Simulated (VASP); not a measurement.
Level of theory: LDA (Ceperley-Alder, Perdew-Zunger), VASP's LDA PAW potentials (set 64) (plane waves; VASP 6.6.1).

VASP input:

POSCAR:
```
Pb
1
    0.0000000000     2.4680903656     2.4680903656
    2.4680903656     0.0000000000     2.4680903656
    2.4680903656     2.4680903656     0.0000000000
Pb
1
Direct
  0.0000000000   0.0000000000   0.0000000000
```

**KPOINTS**
```
Automatic mesh
0
Gamma
13 13 13
0 0 0
```

### INCAR
```
LASPH  =  .True.   ! aspherical one-centre terms
LWAVE  =  .False.
LMAXMIX  =  4
SYSTEM  =  Pb
ENCUT  =  520   ! plane-wave cut-off (eV)
ALGO  =  Normal   ! blocked Davidson
NELM  =  100   ! most electronic steps
ISIF  =  2
SIGMA  =  0.1   ! width (eV)
LCHARG  =  .False.
LREAL  =  .False.   ! projection in real space or not
ISMEAR  =  1
EDIFF  =  1E-7   ! SCF stop (eV)
PREC  =  Accurate
```

POTCAR, in this order: Pb_d (LDA.64 set). Program: vasp_std.

What VASP printed:

File OUTCAR:
```
 ion  position               nearest neighbor table
   1  0.000  0.000  0.000-
  LATTYP: Found a face centered cubic cell.
 ALAT       =     4.9361807312
 Subroutine PRICEL returns:
 Original cell was already a primitive cell.
 Subroutine GETGRP returns: Found 48 space group operations
The static configuration has the point symmetry O_h .
The dynamic configuration has the point symmetry O_h .
 Subroutine INISYM returns: Found 48 space group operations
 Subroutine IBZKPT returns following result:
 Found     84 irreducible k-points:

 Following reciprocal coordinates:
            Coordinates               Weight
  0.000000  0.000000  0.000000      1.000000
  0.076923  0.000000  0.000000      8.000000
  0.153846  0.000000  0.000000      8.000000
  0.230769  0.000000  0.000000      8.000000
  0.307692  0.000000  0.000000      8.000000
  0.384615  0.000000  0.000000      8.000000
  0.461538  0.000000  0.000000      8.000000
  0.076923  0.076923  0.000000      6.000000
  0.153846  0.076923  0.000000     24.000000
  0.230769  0.076923  0.000000     24.000000
  0.307692  0.076923  0.000000     24.000000
  0.384615  0.076923  0.000000     24.000000
  0.461538  0.076923  0.000000     24.000000
 -0.461538  0.076923  0.000000     24.000000
 -0.384615  0.076923  0.000000     24.000000
 -0.307692  0.076923  0.000000     24.000000
 -0.230769  0.076923  0.000000     24.000000
 -0.153846  0.076923  0.000000     24.000000
 -0.076923  0.076923  0.000000     12.000000
  0.153846  0.153846  0.000000      6.000000
  0.230769  0.153846  0.000000     24.000000
  0.307692  0.153846  0.000000     24.000000
  0.384615  0.153846  0.000000     24.000000
  0.461538  0.153846  0.000000     24.000000
 -0.461538  0.153846  0.000000     24.000000
 -0.384615  0.153846  0.000000     24.000000
 -0.307692  0.153846  0.000000     24.000000
 -0.230769  0.153846  0.000000     24.000000
 -0.153846  0.153846  0.000000     12.000000
  0.230769  0.230769  0.000000      6.000000
  0.307692  0.230769  0.000000     24.000000
  0.384615  0.230769  0.000000     24.000000
  0.461538  0.230769  0.000000     24.000000
 -0.461538  0.230769  0.000000     24.000000
 -0.384615  0.230769  0.000000     24.000000
 -0.307692  0.230769  0.000000     24.000000
 -0.230769  0.230769  0.000000     12.000000
  0.307692  0.307692  0.000000      6.000000
  0.384615  0.307692  0.000000     24.000000
  0.461538  0.307692  0.000000     24.000000
   k-points           NKPTS =     84   k-points in BZ     NKDIM =     84   number of bands    NBANDS=     11
   number of dos      NEDOS =    301   number of ions     NIONS =      1
   total plane-waves  NPLWV =  21952
   dimension x,y,z NGX =    28 NGY =   28 NGZ =   28
   dimension x,y,z NGXF=    56 NGYF=   56 NGZF=   56
   ions per type =               1
   PREC   = accura    normal or accurate (medium, high low for compatibility)
   ISTART =      0    job   : 0-new  1-cont  2-samecut
   ICHARG =      2    charge: 1-file 2-atom 10-const
   ISPIN  =      1    spin polarized calculation?
   LNONCOLLINEAR =      F non collinear calculations
   LSORBIT =      F    spin-orbit coupling
   INIWAV =      1    electr: 0-lowe 1-rand  2-diag
   ENCUT  =  520.0 eV  38.22 Ry    6.18 a.u.   6.49  6.49  6.49*2*pi/ulx,y,z
   NELM   =    100;   NELMIN=  2; NELMDL= -5     # of ELM steps
   EDIFF  = 0.1E-06   stopping-criterion for ELM
   LREAL  =      F    real-space projection
   NLSPLINE    = F    spline interpolate recip. space projectors
   LMAXMIX     =    4 max onsite mixed and CHGCAR
   VOSKOWN=      0    Vosko Wilk Nusair interpolation
...
```

### OSZICAR
```
       N       E                     dE             d eps       ncg     rms          rms(c)
DAV:   1     0.101148193580E+03    0.10115E+03   -0.73770E+03  1870   0.148E+03
DAV:   2     0.269689693710E+00   -0.10088E+03   -0.98956E+02  1902   0.323E+02
DAV:   3    -0.415691353044E+01   -0.44266E+01   -0.43952E+01  2202   0.795E+01
DAV:   4    -0.425807858381E+01   -0.10117E+00   -0.10113E+00  2223   0.132E+01
DAV:   5    -0.426209954869E+01   -0.40210E-02   -0.40209E-02  2271   0.240E+00    0.554E-01
DAV:   6    -0.425019017011E+01    0.11909E-01   -0.17586E-02  2240   0.253E+00    0.266E-01
DAV:   7    -0.424698467623E+01    0.32055E-02   -0.71544E-03  2199   0.151E+00    0.836E-02
DAV:   8    -0.424673710162E+01    0.24757E-03   -0.33712E-04  2439   0.388E-01    0.101E-02
DAV:   9    -0.424673512299E+01    0.19786E-05   -0.10396E-05  2329   0.629E-02    0.404E-03
DAV:  10    -0.424673527643E+01   -0.15344E-06   -0.41177E-07  2058   0.661E-03    0.133E-04
DAV:  11    -0.424673527616E+01    0.27489E-09   -0.13583E-08  1149   0.166E-03
   1 F= -.42467353E+01 E0= -.42468113E+01  d E =0.227974E-03
```

File OUTCAR:
```
------------------------ aborting loop because EDIFF is reached ----------------------------------------
  FORCE on cell =-STRESS in cart. coord.  units (eV):
  Direction    XX          YY          ZZ          XY          YZ          ZX
  --------------------------------------------------------------------------------------
  Total       -0.3048166     -0.3048166     -0.3048166     -0.0000000      0.0000000      0.0000000
  in kB      -16.2418675    -16.2418675    -16.2418675     -0.0000000      0.0000000      0.0000000
  external PRESSURE =     -16.2418675 kB  Pullay stress =       0.0000000 kB
  volume of cell :       30.07
      direct lattice vectors                 reciprocal lattice vectors
     0.000000000  2.468090366  2.468090366    -0.202585775  0.202585775  0.202585775
     2.468090366  0.000000000  2.468090366     0.202585775 -0.202585775  0.202585775
     2.468090366  2.468090366  0.000000000     0.202585775  0.202585775 -0.202585775
 POSITION                                       TOTAL-FORCE (eV/Angst)
 -----------------------------------------------------------------------------------
      0.00000      0.00000      0.00000         0.000000     -0.000000      0.000000
 -----------------------------------------------------------------------------------
    total drift:                               -0.000000     -0.000000     -0.000000
  FREE ENERGIE OF THE ION-ELECTRON SYSTEM (eV)
  ---------------------------------------------------
  free  energy   TOTEN  =        -4.2467352762 eV

  energy  without entropy=       -4.2469632500  energy(sigma->0) =       -4.24681127
```
(Selected blocks of OUTCAR.)

The compound is Pb in the fcc structure. This cell is one point of a volume scan, at 1.03 of the reference volume.
